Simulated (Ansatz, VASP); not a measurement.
## NiI2 in two plane-wave programs

Aim: how closely do two programs agree when they are given the same cell, functional and k mesh?

Main program and level: Ansatz 0.2.0; plane waves, with VASP 6.6.1 beside it; single point at PBEsol and single point at PBEsol, DFT+U.

The database entry behind the starting cell differs from later determinations by our own check (an axis about 0.9 % short against later determinations), so it need not match the best structure at ambient conditions.

### Step 1. The structure

It takes space group R-3m (No. 166, trigonal). Conventional cell: a = 3.892 Å, b = 3.892 Å, c = 19.634 Å, α = 90.00°, β = 90.00°, γ = 120.00°. Nearest to I lie 3 Ni at 2.78 Å. Nearest to Ni lie 6 I at 2.78 Å. Farther neighbours and most contacts between anions are not listed.

Structure file:

```cif
data_structure
_symmetry_space_group_name_H-M 'P 1'
_symmetry_Int_Tables_number 1
_cell_length_a 6.9197
_cell_length_b 6.9197
_cell_length_c 6.9197
_cell_angle_alpha 32.667
_cell_angle_beta 32.667
_cell_angle_gamma 32.667
_cell_volume 85.85
loop_
_atom_site_label
_atom_site_type_symbol
_atom_site_fract_x
_atom_site_fract_y
_atom_site_fract_z
_atom_site_occupancy
I1 I 0.75000 0.75000 0.75000 1
I2 I 0.25000 0.25000 0.25000 1
Ni3 Ni 0.00000 0.00000 0.00000 1
```

### Step 2. Ansatz: single point, PBEsol

Ansatz runs on its default PAW (the set named soft_2) files.

With cell and atoms fixed, the geometry can't cause a difference; cores, projectors, grids and the points listed under the comparison can.

The input, input.yaml:

```yaml
crystal:
  lattice:
    - [1.946, 1.1235236238, 6.5446666667]
    - [-1.946, 1.1235236238, 6.5446666667]
    - [0.0, -2.2470472477, 6.5446666667]
  atoms:
    - { symbol: I, position: [0.75, 0.75, 0.75] }
    - { symbol: I, position: [0.25, 0.25, 0.25] }
    - { symbol: Ni, position: [0.0, 0.0, 0.0], spin: 1.0 }
hamiltonian:
  xc: pbesol
  pseudopotentials: { kind: paw }
magnetization:
  spin_polarized: true
kpoints:
  mp_grid: { grid: [5, 5, 5] }
scf:
  occupations: { method: gaussian, width: 0.05 }
  n_extra_bands: 6
output:
  forces: true
  stress: true
  eigenvalues: true
```

On the command line:

```bash
> ansatz run input.yaml --threads 2 --pin off --max-ram 4608MiB --backend cpu --events-out ev --progress --plain --runs-dir out
```

Numbers of over 12 decimals in the logs are rounded to 6 here.

The log of the run:

```text
basis.fft_grid_basis auto: the FFT boxes are laid along the combinations [[1, 0, -1], [0, 1, -1], [0, 0, 1]] of the cell's own vectors, 3.892, 3.892 and 6.920 Å long. The dense box has 27×27×48 points. Along the cell's own vectors, as sized, it would have 48×48×48, 3.16 times as many. Of the 12 symmetry operations that the crystal satisfies within crystal.symmetry.tolerance (time reversal apart; of a slab, those that [...]
scf.n_extra_bands = 6 over 26 filled bands (N_el = 52.0): the run solves 32 bands
Engine: ansatz 0.2.0, aarch64-unknown-linux-gnu
Pseudopotentials: kind: paw
Pseudopotential: I, paw, valence charge 17, recommended cutoff 420 eV (normal), I.paw.azcp
Pseudopotential: Ni, paw, valence charge 18, recommended cutoff 420 eV (normal), Ni.paw.azcp
Functional definition: PBEsol
  exchange = pbesol_x
  correlation = pbesol_c
Crystal: 3 atoms, lattice volume = 85.855 Å³
Basis set: ecut = 420 eV, 1713 PW (Γ), FFT grids on a1−a3, a2−a3, a3, exchange–correlation on 54×54×96 points (8 copies of the dense FFT grid, shifted against one another)
Bands: 32, of which v1, the nominal top of the filled ones, is band 26 counted from 1 (25 counted from 0)
Symmetry: 12 space group operations
Space group: R-3m (ITA 166), of the structure as read, at distance tolerance 4.4e-5 Å
Magnetic group: BNS 166.97 (UNI 1327), of the structure as read, at distance tolerance 4.4e-5 Å
k-points: 19 of 125
Non-local potential: I, projectors of the file, l = 0: 2, l = 1: 2, l = 2: 2, l = 3: 2
Non-local potential: Ni, projectors of the file, l = 0: 3, l = 1: 2, l = 2: 3, l = 3: 1
PAW form: soft (Blöchl's): semilocal exchange-correlation on the pseudo side does not see the compensation charge
PAW frozen core: I, regenerated for the run's functional, and the local potential with it (the file was generated under x = pbe(κ = 0.804, μ = 0.219515), c = pbe(β = 0.066725))
PAW frozen core: Ni, regenerated for the run's functional, and the local potential with it (the file was generated under x = pbe(κ = 0.804, μ = 0.219515), c = pbe(β = 0.066725))
PAW one-centre angular grid: I, 590 points (default); XC on 64 Gauss nodes
PAW one-centre angular grid: Ni, 590 points (default); XC on 64 Gauss nodes
Initial density: superposition of atomic densities (chi_scale 0.1, normalization cell, long waves kept (reshape's long-wave potential 0.11 eV rms))
Starting moments: Σ|m| = 1 μB on 1 of 3 sites
Initial wavefunctions: pseudopotential atomic-orbital guess
Functional: x = pbesol(κ = 0.804, μ = 0.123457), c = pbesol(β = 0.046)
SCF iter   1: F=—  HF=-20668.967765 eV  |F-HF|=—  |Δ(HF+E_count)|=         —  Δρ=1.18e-1 (↑3.29e-2 ↓1.18e-1)  dr2=2.41e1  dr2_m=1.60e0  M=0.085 μB ∫|m|=0.133 μB  β_m=0.30  ethr=3.10e-3  ⟨swp⟩=7.3  Hψ=5296  notcnv=0
Mixer restart at iter 1: flushing history
preconditioner: auto → Kerker (q_TF=auto, 2.510 Å⁻¹)  [metal: Δε(μ)=0.011 eV  Ē_g=8.718 eV  σ=0.050 eV  W_gap=0.12  n_scr=28 (ndim 8)  ℏωp=19.6 eV  f_vac=0.045  D(μ)=2.40/eV (n_scr^D=16)]
spin=Collinear: Kerker preconditioning applied to the charge; magnetization (m = ρ↑ − ρ↓) channel mixes plain (no charge-response kernel on spin).
SCF iter   2: F=—  HF=-20670.051359 eV  |F-HF|=—  |Δ(HF+E_count)|=    1.08e0  Δρ=2.51e-2 (↑1.55e-2 ↓2.51e-2)  dr2=4.02e0  dr2_m=4.84e-2  M=0.867 μB ∫|m|=0.873 μB  β_m=0.33  ethr=3.10e-3  ⟨swp⟩=4.0  Hψ=2937  notcnv=0  defer=59
SCF iter   3: F=—  HF=-20669.872676 eV  |F-HF|=—  |Δ(HF+E_count)|=   1.79e-1  Δρ=2.35e-2 (↑1.16e-2 ↓2.35e-2)  dr2=3.26e0  dr2_m=4.54e-2  M=0.761 μB ∫|m|=0.774 μB  β_m=0.44  ethr=3.10e-3  ⟨swp⟩=2.3  Hψ=1695  notcnv=0  defer=63
SCF iter   4: F=—  HF=-20669.353786 eV  |F-HF|=—  |Δ(HF+E_count)|=   5.19e-1  Δρ=3.26e-2 (↑9.79e-3 ↓3.26e-2)  dr2=4.29e-1  dr2_m=3.11e-1  M=1.350 μB ∫|m|=1.372 μB  β_m=0.72  ethr=3.10e-3  ⟨swp⟩=3.4  Hψ=1995  notcnv=0  defer=67
SCF iter   5: F=—  HF=-20669.686477 eV  |F-HF|=—  |Δ(HF+E_count)|=   3.33e-1  Δρ=4.33e-2 (↑8.85e-3 ↓4.33e-2)  dr2=8.48e-1  dr2_m=4.92e-1  M=1.900 μB ∫|m|=1.926 μB  β_m=0.54  ethr=8.26e-4  ⟨swp⟩=2.4  Hψ=1696  notcnv=0  defer=62
SCF iter   6: F=-20665.063418 eV  HF=-20670.548876 eV  |F-HF|=5.49e0  |Δ(HF+E_count)|=   8.62e-1  Δρ=6.32e-2 (↑2.35e-2 ↓6.32e-2)  dr2=4.69e0  dr2_m=3.44e-1  M=1.037 μB ∫|m|=1.093 μB  β_m=0.26  ethr=8.26e-4  ⟨swp⟩=4.0  Hψ=2948  notcnv=0  defer=62
SCF iter   7: F=-20669.584912 eV  HF=-20669.674727 eV  |F-HF|=8.98e-2  |Δ(HF+E_count)|=   8.74e-1  Δρ=8.06e-3 (↑8.06e-3 ↓1.91e-3)  dr2=8.15e-2  dr2_m=9.35e-3  M=1.837 μB ∫|m|=1.881 μB  β_m=0.67  ethr=8.26e-4  ⟨swp⟩=2.8  Hψ=2739  notcnv=0  defer=63
SCF iter   8: F=-20669.636146 eV  HF=-20669.667040 eV  |F-HF|=3.09e-2  |Δ(HF+E_count)|=         —  Δρ=7.93e-3 (↑2.52e-3 ↓7.93e-3)  dr2=3.47e-2  dr2_m=2.08e-2  M=1.920 μB ∫|m|=1.984 μB  β_m=0.67  ethr=1.57e-4  ⟨swp⟩=2.2  Hψ=1751  notcnv=0  defer=61
Mixer restart at iter 8: flushing history
SCF iter   9: F=—  HF=-20669.669536 eV  |F-HF|=—  |Δ(HF+E_count)|=   2.50e-3  Δρ=4.17e-3 (↑4.17e-3 ↓2.94e-3)  dr2=2.17e-2  dr2_m=4.64e-4  M=1.929 μB ∫|m|=1.993 μB  β_m=0.60  ethr=6.66e-5  ⟨swp⟩=2.1  Hψ=2384  notcnv=0  defer=61
SCF iter  10: F=—  HF=-20669.664880 eV  |F-HF|=—  |Δ(HF+E_count)|=   4.66e-3  Δρ=3.56e-3 (↑5.37e-4 ↓3.56e-3)  dr2=1.43e-2  dr2_m=2.19e-3  M=1.915 μB ∫|m|=1.978 μB  β_m=0.56  ethr=4.18e-5  ⟨swp⟩=2.0  Hψ=2658  notcnv=0  defer=63
SCF iter  11: F=—  HF=-20669.662790 eV  |F-HF|=—  |Δ(HF+E_count)|=   2.09e-3  Δρ=7.77e-4 (↑2.44e-4 ↓7.77e-4)  dr2=2.12e-3  dr2_m=9.41e-5  M=1.919 μB ∫|m|=1.981 μB  β_m=0.78  ethr=2.74e-5  ⟨swp⟩=2.0  Hψ=1504  notcnv=0  defer=63
SCF iter  12: F=—  HF=-20669.662674 eV  |F-HF|=—  |Δ(HF+E_count)|=   1.16e-4  Δρ=1.29e-4 (↑1.13e-4 ↓1.29e-4)  dr2=2.05e-4  dr2_m=5.89e-7  M=1.924 μB ∫|m|=1.985 μB  β_m=0.89  ethr=4.09e-6  ⟨swp⟩=1.1  Hψ=1220  notcnv=0  defer=63
SCF iter  13: F=—  HF=-20669.662688 eV  |F-HF|=—  |Δ(HF+E_count)|=   1.47e-5  Δρ=3.58e-4 (↑4.53e-5 ↓3.58e-4)  dr2=1.25e-4  dr2_m=2.69e-5  M=1.923 μB ∫|m|=1.985 μB  β_m=0.95  ethr=3.95e-7  ⟨swp⟩=2.0  Hψ=1595  notcnv=0  defer=63
SCF iter  14: F=—  HF=-20669.662706 eV  |F-HF|=—  |Δ(HF+E_count)|=   1.79e-5  Δρ=2.32e-4 (↑4.40e-5 ↓2.32e-4)  dr2=6.14e-5  dr2_m=7.35e-6  M=1.923 μB ∫|m|=1.985 μB  β_m=0.97  ethr=2.41e-7  ⟨swp⟩=1.5  Hψ=1248  notcnv=0  defer=63
SCF iter  15: F=—  HF=-20669.662704 eV  |F-HF|=—  |Δ(HF+E_count)|=   2.01e-6  Δρ=1.79e-5 (↑1.79e-5 ↓1.28e-5)  dr2=5.15e-7  dr2_m=9.59e-9  M=1.923 μB ∫|m|=1.985 μB  β_m=0.86  ethr=1.18e-7  ⟨swp⟩=2.0  Hψ=1439  notcnv=0  defer=63
SCF iter  16: F=—  HF=-20669.662704 eV  |F-HF|=—  |Δ(HF+E_count)|=   9.95e-8  Δρ=4.17e-6 (↑2.73e-6 ↓4.17e-6)  dr2=5.50e-8  dr2_m=7.25e-10  M=1.924 μB ∫|m|=1.985 μB  β_m=0.93  ethr=9.90e-10  ⟨swp⟩=2.3  Hψ=2200  notcnv=0  defer=63
SCF iter  17: F=-20669.662704 eV  HF=-20669.662704 eV  |F-HF|=3.37e-9  |Δ(HF+E_count)|=   1.24e-8  Δρ=2.06e-6 (↑1.01e-6 ↓2.06e-6)  dr2=7.60e-9  dr2_m=4.17e-10  M=1.924 μB ∫|m|=1.985 μB  ethr=1.06e-10  ⟨swp⟩=10.9  Hψ=5514  notcnv=0
SCF 1 converged in 17 iterations: F = -20669.662704 eV  dr2 = 7.60e-9
  greatest PAW one-centre occupation: 1.002 electrons in one spin orbital (limit 2), on the Ni atom at site 2 (counted from 0), in its partial waves of l = 1
at 1 of the mixer's solves, the last at iteration 5, it left a direction of its history that read negative out of its fit and stepped the other way along it
SCF converged after 17 iterations
Magnetization: 1.9235 μB (26.9618 up, 25.0382 down)
Absolute magnetization: 1.9860 μB (∫|ρ↑−ρ↓|, with the PAW one-centre terms)
Spin contamination: 0.0064 ħ² per cell (⟨S²⟩ above its minimum at these occupations)
Per-site moments (μB) at R_I (Å): [(0.221890, 1.146591), (0.221890, 1.146591), (1.242938, 1.146591)]
Free energy (F): -20669.662704 eV
Harris-Foulkes:  -20669.662704 eV  (|F-HF|=3.37e-9)
Internal energy: -20669.661717 eV  (E = F + TS)
E sigma→0 (E₀):  -20669.662211 eV
Entropy (-TS):   -0.000987 eV (-0.329 meV/atom)
Fermi energy:    8.380520 eV
--- Per-component energies (eV) ---
  E_band       = -1148.862146
  E_kinetic    = 657.045921
  E_local      = -9020.153982  (includes V_loc(G=0)·N_el)
  E_nonlocal   = 467.297985
  E_hartree    = 4238.025312
  E_xc         = -335.342895
  E_vxc        = -361.604824  (∫ρ·V_xc dr)
  E_paw        = -11073.882078  (= ΣΔE_a)
  E_vpaw       = -1367.503194  (= ΣTr[D̂ρ^β])
  E_aug_tail   = 0.000515  (compensation charges beyond the density's cutoff)
  E_ewald      = -5603.674067
  E_core_change = 1.021573  (= ΣΔE_core)
  E_smearing   = -0.000987  (= −TS)
  E_closure    = 0.000000  (closes the sum)
  Σ components = -20669.662704   (vs F -20669.662704, Δ=0.00e0)
--- Forces (eV/Å), atoms counted from 1 ---
  atom   1  I      0.00000000     0.00000000    -1.02142284
  atom   2  I      0.00000000    -0.00000000     1.02142284
  atom   3  Ni     0.00000000     0.00000000     0.00000000
  max |Σ_I F_I| component: 2.10e-30 eV/Å
--- Stress (GPa, compression-positive) ---
       -2.534177       0.000000       0.000000
        0.000000      -2.534177       0.000000
        0.000000       0.000000      -5.095123
  P = ⅓ Tr σ = -3.3878 GPa (-33.878 kbar)
--- Band table (eV; the first three rows and the last of 38) ---
  k-point 0 ↑: bands = [... 22 lower, 7.5032, 7.6903, 7.6903, 8.2789, 8.2789, 11.6899, 12.7347, 14.6932, ... 2 higher]
  k-point 1 ↑: bands = [... 22 lower, 6.6027, 6.8339, 7.3787, 7.8146, 8.0045, 12.5380, 13.5615, 14.8251, ... 2 higher]
  k-point 2 ↑: bands = [... 22 lower, 6.2232, 6.6918, 6.6940, 7.4292, 7.8069, 11.6725, 13.0938, 14.6094, ... 2 higher]
  k-point 18 ↓: bands = [... 22 lower, 7.1322, 7.6364, 7.7196, 8.5465, 9.2214, 12.7424, 14.3226, 14.8354, ... 2 higher]
```

Elapsed: 11 s, on 2 threads of Arm Neoverse N1, shared host; peak memory 0.42 GiB; 20 s of CPU time.

Reading the cycles: dr2 is the Hartree energy of the density residual (eV), the measure of convergence; HF is the Harris–Foulkes estimate of the energy, which meets the free energy F at convergence.

The run ends at a pressure of -3.39 GPa, with forces up to 1.0 eV/Å.

### Step 3. VASP: single point, PBEsol

The same cell, functional, mesh and smearing now go to VASP, with its own data sets and cutoff.

Lines of VASP's logs that name or quote its potential files are left out, and so is its time.

The input, INCAR:

```
SYSTEM = NiI2
PREC = Accurate
ENCUT = 350
EDIFF = 1E-06
NELM = 150
ISMEAR = 0
SIGMA = 0.05
LREAL = .FALSE.
ALGO = Normal
GGA = PS
NBANDS = 18
ISPIN = 2
MAGMOM = 0 0 1
LASPH = .TRUE.
LMAXMIX = 4
LORBIT = 11
LWAVE = .FALSE.
LCHARG = .FALSE.
KPAR = 2
AMIX = 0.2
BMIX = 1E-04
AMIX_MAG = 0.8
BMIX_MAG = 1E-04
NEDOS = 1200
```

The input, POSCAR:

```
NiI2
1.0
    1.9460000000      1.1235236238      6.5446666667
   -1.9460000000      1.1235236238      6.5446666667
    0.0000000000     -2.2470472477      6.5446666667
I Ni
2 1
Direct
    0.7500000000      0.7500000000      0.7500000000
    0.2500000000      0.2500000000      0.2500000000
    0.0000000000      0.0000000000      0.0000000000
```

The input, KPOINTS:

```
Automatic mesh
0
Gamma
5 5 5
0 0 0
```

Potentials, in the order of the species: I and Ni (PBE family, release 64).

On the command line:

```bash
> mpirun -np 2 vasp_std
```

The log of the run:

```text
[banner, memory and clock lines left out]
running    2 mpi-ranks, on    1 nodes
 distrk:  each k-point on    1 cores,    2 groups
 distr:  one band on    1 cores,    1 groups

 POSCAR found type information on POSCAR I Ni
 POSCAR found :  2 types and       3 ions
|                                                                             |
|               ----> ADVICE to this user running VASP <----                  |
|                                                                             |
|     You enforced a specific xc type in the INCAR file but a different       |
|     [... a line on the potential file left out ...]
|     I HOPE YOU KNOW WHAT YOU ARE DOING!                                     |
|                                                                             |

 LDA part: xc-table for (Slater+PW92), standard interpolation
 POSCAR, INCAR and KPOINTS ok, starting setup
 FFT: planning ... GRIDC
 FFT: planning ... GRID_SOFT
 FFT: planning ... GRID
 WAVECAR not read
 entering main loop
       N       E                     dE             d eps       ncg     rms          rms(c)
DAV:   1     0.118505777795E+03    0.11851E+03   -0.75972E+03  1368   0.848E+02
DAV:   2    -0.111951505151E+01   -0.11963E+03   -0.11484E+03  1550   0.208E+02
DAV:   3    -0.102205134235E+02   -0.91010E+01   -0.89529E+01  1748   0.639E+01
DAV:   4    -0.104523389477E+02   -0.23183E+00   -0.23165E+00  1978   0.106E+01
DAV:   5    -0.104544842023E+02   -0.21453E-02   -0.21451E-02  1758   0.949E-01    0.121E+01
DAV:   6    -0.101319551641E+02    0.32253E+00   -0.72999E+00  1514   0.454E+01    0.110E+01
DAV:   7    -0.976519217558E+01    0.36676E+00   -0.13527E+00  1690   0.292E+01    0.602E+00
DAV:   8    -0.978246440099E+01   -0.17272E-01   -0.30114E-01  1744   0.812E+00    0.314E+00
DAV:   9    -0.977454062392E+01    0.79238E-02   -0.70305E-02  2006   0.535E+00    0.215E+00
DAV:  10    -0.977598170192E+01   -0.14411E-02   -0.32022E-02  1556   0.308E+00    0.744E-01
DAV:  11    -0.977594231916E+01    0.39383E-04   -0.93467E-03  1658   0.194E+00    0.155E-01
DAV:  12    -0.977613511939E+01   -0.19280E-03   -0.15231E-03  1502   0.347E-01    0.794E-02
DAV:  13    -0.977613817322E+01   -0.30538E-05   -0.30393E-05  1696   0.441E-02    0.554E-02
DAV:  14    -0.977613569577E+01    0.24774E-05   -0.67695E-06  1648   0.278E-02    0.345E-02
DAV:  15    -0.977613527978E+01    0.41600E-06   -0.31751E-06  1386   0.292E-02
   1 F= -.97761353E+01 E0= -.97756348E+01  d E =-.100097E-02  mag=     1.9138
```

Parts of OUTCAR (step 3):

```text
ion  position               nearest neighbor table
   1  0.750  0.750  0.750-   3 2.78   3 2.78   3 2.78
   2  0.250  0.250  0.250-   3 2.78   3 2.78   3 2.78
   3  0.000  0.000  0.000-   1 2.78   2 2.78   1 2.78   1 2.78   2 2.78   2 2.78

  LATTYP: Found a trigonal (rhomboedric) cell.
 ALAT       =     6.9196736275
 COS(alpha) =     0.8418225954

 Subroutine GETGRP returns: Found 12 space group operations
 (whereof 12 operations were pure point group operations)

The static configuration has the point symmetry D_3d.

 Found     19 irreducible k-points:

   k-points           NKPTS =     19   k-points in BZ     NKDIM =     19   number of bands    NBANDS=     18

   dimension x,y,z NGX =    42 NGY =   42 NGZ =   42
   dimension x,y,z NGXF=    84 NGYF=   84 NGZF=   84

   ENCUT  =  350.0 eV  25.72 Ry    5.07 a.u.  10.56 10.56 10.56*2*pi/ulx,y,z

   NELECT =      24.0000    total number of electrons

 k-points in reciprocal lattice and weights: Automatic mesh
   0.00000000  0.00000000  0.00000000       0.008
   0.20000000 -0.00000000 -0.00000000       0.048
   0.40000000 -0.00000000 -0.00000000       0.048
   0.20000000  0.20000000 -0.00000000       0.048
   0.40000000  0.20000000 -0.00000000       0.096
  -0.40000000  0.20000000  0.00000000       0.096
  -0.20000000  0.20000000  0.00000000       0.048
   0.40000000  0.40000000 -0.00000000       0.048
  -0.40000000  0.40000000  0.00000000       0.048
[...]
0.40000000  0.40000000  0.40000000       0.016
  -0.40000000  0.40000000  0.40000000       0.048

 average (electrostatic) potential at core
       1 -90.8706       2 -90.8706       3 -86.2023

 E-fermi :   4.9538

 spin component 1
 k-point     1 :       0.0000    0.0000    0.0000
  band No.  band energies     occupation
    ...
      9       4.0921      1.00000
     10       4.2784      1.00000
     11       4.2784      1.00000
     12       4.8641      0.99441
     13       4.8641      0.99441
     14       8.2897      0.00000
     15       9.3117      0.00000
     16      11.2486      0.00000
     17      11.2486      0.00000
     18      12.9689      0.00000

 k-point     2 :       0.2000   -0.0000   -0.0000
  band No.  band energies     occupation
    ...
      9       3.1914      1.00000
     10       3.4175      1.00000
     11       3.9649      1.00000
     12       4.3992      1.00000
     13       4.5901      1.00000
     14       9.1331      0.00000
     15      10.1405      0.00000
     16      11.3980      0.00000
     17      11.9734      0.00000
     18      12.1306      0.00000

 k-point     3 :       0.4000   -0.0000   -0.0000
  band No.  band energies     occupation
    ...
      9       2.8089      1.00000
     10       3.2744      1.00000
     11       3.2791      1.00000
     12       4.0136      1.00000
     13       4.3919      1.00000
     14       8.2682      0.00000
     15       9.6661      0.00000
     16      11.1686      0.00000
     17      11.9636      0.00000
     18      12.6471      0.00000

 k-point     4 :       0.2000    0.2000   -0.0000
  band No.  band energies     occupation
    ...
      9       3.0833      1.00000
     10       3.4331      1.00000
     11       3.8718      1.00000
     12       4.5622      1.00000
     13       4.7256      1.00000
     14       9.0298      0.00000
     15       9.8490      0.00000
     16      11.3114      0.00000
     17      12.1011      0.00000
     18      12.5877      0.00000

 k-point     5 :       0.4000    0.2000   -0.0000
  band No.  band energies     occupation
    ...
      9       3.0363      1.00000
     10       3.2124      1.00000
     11       3.4465      1.00000
     12       3.8573      1.00000
     13       4.5544      1.00000
     14       8.9206      0.00000
     15      10.6010      0.00000
     16      11.2297      0.00000
     17      11.8781      0.00000
     18      12.0838      0.00000

 k-point     6 :      -0.4000    0.2000    0.0000
  band No.  band energies     occupation
    ...
      9       3.0299      1.00000
     10       3.2011      1.00000
     11       3.3115      1.00000
     12       3.7643      1.00000
     13       4.1421      1.00000
     14       8.6737      0.00000
     15      10.3809      0.00000
     16      11.4438      0.00000
     17      11.8468      0.00000
     18      12.0673      0.00000

  Total       -1.4096088     -1.4096088     -2.7582213      0.0000000      0.0000000      0.0000000
  in kB      -26.3054270    -26.3054270    -51.4725715      0.0000000      0.0000000      0.0000000
  external PRESSURE =     -34.6944751 kB  Pullay stress =       0.0000000 kB

  energy-cutoff  :      350.00
  volume of cell :       85.85
      direct lattice vectors                 reciprocal lattice vectors
     1.946000000  1.123523624  6.544666667     0.256937307  0.148342824  0.050932057
    -1.946000000  1.123523624  6.544666667    -0.256937307  0.148342824  0.050932057
     0.000000000 -2.247047248  6.544666667     0.000000000 -0.296685647  0.050932057

 POSITION                                       TOTAL-FORCE (eV/Angst)
 -----------------------------------------------------------------------------------
      0.00000     -0.00000     14.72550         0.000000      0.000000     -1.012531
      0.00000     -0.00000      4.90850         0.000000     -0.000000      1.012531
      0.00000      0.00000      0.00000         0.000000      0.000000      0.000000
 -----------------------------------------------------------------------------------
    total drift:                                0.000000      0.000000     -0.000000

  FREE ENERGIE OF THE ION-ELECTRON SYSTEM (eV)
  ---------------------------------------------------
  free  energy   TOTEN  =        -9.7761352798 eV

  energy  without entropy=       -9.7751343083  energy(sigma->0) =       -9.77563479

 total charge
# of ion       s       p       d       tot
------------------------------------------
    1        1.516   2.705   0.029   4.250
    2        1.516   2.705   0.029   4.250
    3        0.324   0.292   8.255   8.872
--------------------------------------------------
tot          3.356   5.703   8.313  17.372

 magnetization (x)
# of ion       s       p       d       tot
------------------------------------------
    1        0.011   0.222   0.002   0.235
    2        0.011   0.222   0.002   0.235
    3       -0.000  -0.001   1.216   1.214
--------------------------------------------------
tot          0.022   0.442   1.219   1.684

[... 6 further parts left out ...]
```

The cell holds one magnetic atom, so no antiferromagnetic order fits into it. Oxides and halides of Ni are often magnetic insulators, and a metal at this level, without U or exact exchange, may be an artefact.

[end of part 1 of 2]

[Lines on the potential files, build, host, timing and source positions are cut from VASP's logs without a mark.]

[Logs are printed without paths, hosts, clocks, repeated set-up lines and the standing remarks that a program may print on its own settings, such as how far it seeks lower states.]

[Hosts, paths, dates, database ids (printed as entryN), source tags and the programs' standing remarks are cut or masked in the printed files.]
